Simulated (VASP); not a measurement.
Level of theory: PBEsol GGA, VASP's PBE PAW potentials (set 64) (plane waves; VASP 6.6.1).

The input files of a VASP run:

### POSCAR
```
PbSe
1
    0.0000000000     3.0500380991     3.0500380991
    3.0500380991     0.0000000000     3.0500380991
    3.0500380991     3.0500380991     0.0000000000
Pb Se
1 1
Direct
  0.0000000000   0.0000000000   0.0000000000
  0.5000000000   0.5000000000   0.5000000000
```

**INCAR**
```
SYSTEM = PbSe
PREC = Accurate
ENCUT = 520
EDIFF = 1E-7
NELM = 100
ALGO = Normal
LREAL = .FALSE.
LASPH = .TRUE.
ISMEAR = -5
GGA = PS
LMAXMIX = 4
LWAVE = .FALSE.
LCHARG = .TRUE.
LORBIT = 11
NEDOS = 601
ISIF = 2
```

File KPOINTS:
```
Automatic mesh
0
Gamma
8 8 8
0 0 0
```

POTCAR, in this order: Pb_d Se (PBE.64 set). Program: vasp_std.

The run wrote:

OSZICAR:
```
       N       E                     dE             d eps       ncg     rms          rms(c)
DAV:   1     0.157161583476E+03    0.15716E+03   -0.97265E+03   812   0.145E+03
DAV:   2     0.328377346180E+01   -0.15388E+03   -0.15128E+03   878   0.356E+02
DAV:   3    -0.890421123079E+01   -0.12188E+02   -0.12091E+02  1072   0.103E+02
DAV:   4    -0.916860107978E+01   -0.26439E+00   -0.26429E+00   876   0.181E+01
DAV:   5    -0.917735098129E+01   -0.87499E-02   -0.87498E-02  1100   0.330E+00    0.268E+00
DAV:   6    -0.892441645738E+01    0.25293E+00   -0.66441E-01  1170   0.694E+00    0.153E+00
DAV:   7    -0.891722574784E+01    0.71907E-02   -0.10719E-01   956   0.195E+00    0.802E-01
DAV:   8    -0.891790755377E+01   -0.68181E-03   -0.10913E-02   944   0.136E+00    0.124E-01
DAV:   9    -0.891754880101E+01    0.35875E-03   -0.22367E-03  1194   0.528E-01    0.458E-02
DAV:  10    -0.891758009364E+01   -0.31293E-04   -0.14322E-04   878   0.879E-02    0.164E-02
DAV:  11    -0.891757816847E+01    0.19252E-05   -0.32329E-05  1142   0.684E-02    0.401E-03
DAV:  12    -0.891757824427E+01   -0.75801E-07   -0.24187E-06  1022   0.181E-02    0.138E-03
DAV:  13    -0.891757822047E+01    0.23804E-07   -0.74274E-08   580   0.428E-03
   1 F= -.89175782E+01 E0= -.89175782E+01  d E =0.000000E+00
```

**OUTCAR**
```
------------------------ aborting loop because EDIFF is reached ----------------------------------------
  FORCE on cell =-STRESS in cart. coord.  units (eV):
  Direction    XX          YY          ZZ          XY          YZ          ZX
  --------------------------------------------------------------------------------------
  Total        0.0224317      0.0224317      0.0224317      0.0000000      0.0000000     -0.0000000
  in kB        0.6333253      0.6333253      0.6333253      0.0000000      0.0000000     -0.0000000
  external PRESSURE =       0.6333253 kB  Pullay stress =       0.0000000 kB
  volume of cell :       56.75
      direct lattice vectors                 reciprocal lattice vectors
     0.000000000  3.050038099  3.050038099    -0.163932378  0.163932378  0.163932378
     3.050038099  0.000000000  3.050038099     0.163932378 -0.163932378  0.163932378
     3.050038099  3.050038099  0.000000000     0.163932378  0.163932378 -0.163932378
  FREE ENERGIE OF THE ION-ELECTRON SYSTEM (eV)
  ---------------------------------------------------
  free  energy   TOTEN  =        -8.9175782205 eV

  energy  without entropy=       -8.9175782205  energy(sigma->0) =       -8.91757822

 total charge

# of ion       s       p       d       tot
------------------------------------------
    1        1.463   0.547   9.839  11.850
    2        1.470   2.317   0.018   3.805
--------------------------------------------------
tot          2.933   2.864   9.858  15.655
```
(Selected blocks of OUTCAR.)

The compound is PbSe in the rock salt structure. It was relaxed first.
